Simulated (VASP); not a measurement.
VASP input:

**INCAR**
```
LEFG = .TRUE.
ISIF = 2   ! forces and stress, cell fixed
SYSTEM = Cd3MgTe4
ISMEAR = -5   ! tetrahedra, Bloechl
NELM = 100
LASPH = .TRUE.   ! aspherical one-centre terms
EDIFF = 1E-7   ! SCF stop (eV)
LMAXMIX = 4   ! l cut-off of mixed one-centre charges
GGA = PS
NEDOS = 601
LREAL = .FALSE.   ! projection in real space or not
ALGO = Normal
PREC = Accurate
LWAVE = .FALSE.
LORBIT = 11   ! lm-projected
LCHARG = .TRUE.
ENCUT = 400
```

### KPOINTS
```
K-points
0
Gamma
4 4 7
```

File POSCAR:
```
Cd3MgTe4
1
    0.0035837407     6.4719723926     6.4657474065
    6.4719723926     0.0035837407     6.4657474065
    3.2377780667     3.2377780667     0.0000000000
Mg Te Cd
1 4 3
Direct
  0.0004874105   0.0004874105   0.9990251790
  0.1230598631   0.1230598631   0.2538802738
  0.1240477819   0.6277967209   0.2481554972
  0.6277967209   0.1240477819   0.2481554972
  0.6250002003   0.6250002003   0.2499995995
  0.0006904103   0.4992974921   0.0000120976
  0.4992974921   0.0006904103   0.0000120976
  0.4996201209   0.4996201209   0.0007597582
```

POTCAR, in this order: Mg Te Cd (PBE.64 set). Program: vasp_std.

Question: Translate this PBEsol calculation to Ansatz.

Answer: One equivalent input (not run):
Ansatz 0.2 input:
```yaml
crystal:
  lattice:
    - [0.0035837, 6.4719724, 6.4657474]
    - [6.4719724, 0.0035837, 6.4657474]
    - [3.2377781, 3.2377781, 0.0000000]
  atoms:
    - { symbol: Mg, position: [0.0004874, 0.0004874, 0.9990252] }
    - { symbol: Te, position: [0.1230599, 0.1230599, 0.2538803] }
    - { symbol: Te, position: [0.1240478, 0.6277967, 0.2481555] }
    - { symbol: Te, position: [0.6277967, 0.1240478, 0.2481555] }
    - { symbol: Te, position: [0.6250002, 0.6250002, 0.2499996] }
    - { symbol: Cd, position: [0.0006904, 0.4992975, 0.0000121] }
    - { symbol: Cd, position: [0.4992975, 0.0006904, 0.0000121] }
    - { symbol: Cd, position: [0.4996201, 0.4996201, 0.0007598] }
kpoints:
  mp_grid: { grid: [4, 4, 7] }
hamiltonian:
  xc: pbesol
  pseudopotentials: { kind: paw }
scf:
  occupations: { method: tetrahedron }
  max_iter: 100
output: { forces: true, stress: true, eigenvalues: true }
```
The two are equivalent in intent, not identical: each code has its own PAW files, so the cut-off isn't converted (ENCUT is set for VASP's; basis.ecutwfc is left out, and Ansatz then takes the one that its files recommend); Ansatz stops its SCF on the density residual and VASP on the energy change (EDIFF); the field gradients of LEFG aren't asked of the other code.

The structure was generated: Cd3MgTe4 was put into an ordered model structure (Amm2), which need not be its known phase. It was relaxed first.
